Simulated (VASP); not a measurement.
All values below come from PW91 GGA, VASP's PBE PAW potentials (set 64) (plane waves; VASP 6.6.1).

Input for VASP

INCAR:
```
GGA = 91   ! PW91
PREC = Accurate
NELM = 100
LMAXMIX = 4   ! l cut-off of mixed one-centre charges
ISMEAR = 0
LASPH = T   ! aspherical one-centre terms
SIGMA = 0.05
SYSTEM = GaP
LREAL = F   ! projection in real space or not
ALGO = Normal   ! blocked Davidson
EDIFF = 1E-7   ! SCF stop (eV)
LWAVE = F
LORBIT = 11   ! lm-projected
LCHARG = F
ENCUT = 520   ! plane-wave cut-off (eV)
ICHARG = 11
```

### KPOINTS
```
k-points along high-symmetry lines
15
Line-mode
Reciprocal
  0.000000   0.000000   0.000000 ! GAMMA
 -0.500000  -0.500000   0.000000 ! X

 -0.500000  -0.500000   0.000000 ! X
 -0.375000  -0.375000   0.250000 ! U

 -0.375000  -0.000000   0.375000 ! K
  0.000000   0.000000   0.000000 ! GAMMA

  0.000000   0.000000   0.000000 ! GAMMA
 -0.000000   0.000000   0.500000 ! L

 -0.000000   0.000000   0.500000 ! L
 -0.500000  -0.250000   0.250000 ! W

 -0.500000  -0.250000   0.250000 ! W
 -0.500000  -0.500000   0.000000 ! X
```

**POSCAR**
```
GaP
1
    0.0000000000     2.7522175760     2.7522175760
    2.7522175760     0.0000000000     2.7522175760
    2.7522175760     2.7522175760     0.0000000000
Ga P
1 1
Direct
  0.0000000000   0.0000000000   0.0000000000
  0.2500000000   0.2500000000   0.2500000000
```

POTCAR, in this order: Ga_d P (PBE.64 set). Program: vasp_std. Read from the step before: CHGCAR.

The run wrote:

### OSZICAR
```
       N       E                     dE             d eps       ncg     rms          rms(c)
DAV:   1     0.818527338023E+02    0.81853E+02   -0.93967E+03  2374   0.198E+03
DAV:   2    -0.108752991421E+01   -0.82940E+02   -0.79723E+02  2606   0.338E+02
DAV:   3    -0.759002403456E+01   -0.65025E+01   -0.61881E+01  2935   0.748E+01
DAV:   4    -0.771780909855E+01   -0.12779E+00   -0.12768E+00  2895   0.113E+01
DAV:   5    -0.772066330841E+01   -0.28542E-02   -0.28540E-02  2902   0.145E+00
DAV:   6    -0.772080212272E+01   -0.13881E-03   -0.13881E-03  3387   0.287E-01
DAV:   7    -0.772080330299E+01   -0.11803E-05   -0.11803E-05  3015   0.248E-02
DAV:   8    -0.772080332537E+01   -0.22384E-07   -0.22389E-07  2623   0.338E-03
   1 F= -.77208033E+01 E0= -.77208033E+01  d E =-.311868E-17
```

**OUTCAR**
```
 val. band max:        4.3045373042   @ k =   0.0000   0.0000   0.0000

 cond. band min:       5.8691396617   @ k =   0.0000   0.0000   0.0000



 k-point     1 :       0.0000    0.0000    0.0000
  band No.  band energies     occupation
      1     -10.2417      2.00000
      2     -10.2417      2.00000
      3     -10.2417      2.00000
      4     -10.1506      2.00000
      5     -10.1506      2.00000
      6      -7.9612      2.00000
      7       4.3045      2.00000
      8       4.3045      2.00000
      9       4.3045      2.00000
     10       5.8691      0.00000
     11       8.2032      0.00000
     12       8.2032      0.00000
     13       8.2032      0.00000

 k-point     2 :      -0.0357   -0.0357    0.0000
  band No.  band energies     occupation
      1     -10.2434      2.00000
      2     -10.2410      2.00000
      3     -10.2410      2.00000
      4     -10.1509      2.00000
      5     -10.1503      2.00000
      6      -7.9399      2.00000
      7       4.0761      2.00000
      8       4.2421      2.00000
      9       4.2421      2.00000
     10       6.0896      0.00000
     11       8.1403      0.00000
     12       8.2896      0.00000
     13       8.2896      0.00000

 k-point     3 :      -0.0714   -0.0714    0.0000
  band No.  band energies     occupation
      1     -10.2485      2.00000
      2     -10.2389      2.00000
      3     -10.2389      2.00000
      4     -10.1517      2.00000
      5     -10.1496      2.00000
      6      -7.8760      2.00000
      7       3.5882      2.00000
      8       4.0709      2.00000
      9       4.0709      2.00000
     10       6.5435      0.00000
     11       7.9751      0.00000
     12       8.5323      0.00000
     13       8.5323      0.00000

 k-point     4 :      -0.1071   -0.1071    0.0000
  band No.  band energies     occupation
      1     -10.2563      2.00000
      2     -10.2355      2.00000
      3     -10.2355      2.00000
      4     -10.1532      2.00000
...
```

The density is held fixed in this step, so its total energy and stress have no physical meaning.

The compound is GaP in the zinc blende structure. It was relaxed first.
